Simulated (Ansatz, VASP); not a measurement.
**Two plane-wave programs on Si3As**

The input INCAR:

```
SYSTEM = Si3As
PREC = Accurate
ENCUT = 600
EDIFF = 1E-6
ISMEAR = 0
SIGMA = 0.1
LREAL = .False.
LASPH = .True.
NELM = 100
ALGO = Normal
ISIF = 3
LWAVE = .False.
LCHARG = .False.
GGA = PE
IBRION = 2
NSW = 90
EDIFFG = -0.04
```

KPOINTS

```
Automatic mesh
0
Gamma
  4 4 4
  0 0 0
```

Contents of POSCAR:

```
Si3As
1.0
   -2.7338143800      2.7338143800      2.7338143800
    2.7338143800     -2.7338143800      2.7338143800
    2.7338143800      2.7338143800     -2.7338143800
Si As
3 1
Direct
    0.0000000000      0.5000000000      0.5000000000
    0.5000000000      0.0000000000      0.5000000000
    0.5000000000      0.5000000000      0.0000000000
    0.0000000000      0.0000000000      0.0000000000
```

Input for Ansatz:

```yaml
crystal:
  lattice:
    - [-2.73381438, 2.73381438, 2.73381438]
    - [2.73381438, -2.73381438, 2.73381438]
    - [2.73381438, 2.73381438, -2.73381438]
  atoms:
    - { symbol: Si, position: [0.0, 0.5, 0.5] }
    - { symbol: Si, position: [0.5, 0.0, 0.5] }
    - { symbol: Si, position: [0.5, 0.5, 0.0] }
    - { symbol: As, position: [0.0, 0.0, 0.0] }
basis:
  ecutwfc: 420
kpoints:
  mp_grid: { grid: [4, 4, 4] }
hamiltonian:
  xc: pbe
scf:
  occupations: { method: gaussian, width: 0.1 }
  lower_state_search: "off"
output:
  forces: true
  stress: true
  eigenvalues: true
relax:
  adjacent_minimum: "off"
  f_tol: 0.04
  max_steps: 70
  cell: { stress_tol: 0.4 }
```

Alike in both runs: task relaxation of cell and atoms; functional PBE; k mesh 4 × 4 × 4; occupations gaussian, width 0.1 eV; no spin polarisation.

|  | VASP | Ansatz |
| --- | --- | --- |
| version | VASP 6.6.1 | Ansatz 0.2.0 |
| potentials or method | VASP PAW PBE potentials, release 64 (Si, As) | scalar-relativistic, plane waves, PAW |
| plane-wave cutoff (eV) | 600 | 420 |
| valence electrons in the cell | 17 | 27 |

VASP gave:

| Item | Value |
| --- | --- |
| gap on the k mesh at the Fermi level, each at its own relaxed structure (eV) | none |
| relaxed volume (Å³/atom) | 17.08 |
| relaxed cell length with the largest relative difference (Å) | 4.460 |
| energy change over the relaxation (meV/atom) | -134 |

Question: Estimate Ansatz's values.

Answer: gap on the k mesh at the Fermi level, each at its own relaxed structure (eV): none; relaxed volume (Å³/atom): 17.09; relaxed cell length with the largest relative difference (Å): 4.461; energy change over the relaxation (meV/atom): -135.

A gap of «none» marks a metal or a gap that the smearing closes. The two sets of potentials don't hold the same shells in valence.

Caveats: the k mesh is coarse (spacing up to 0.41 Å⁻¹), so the values aren't converged; the volume moved by over 15 % at a fixed basis, so the end points are rough (VASP).
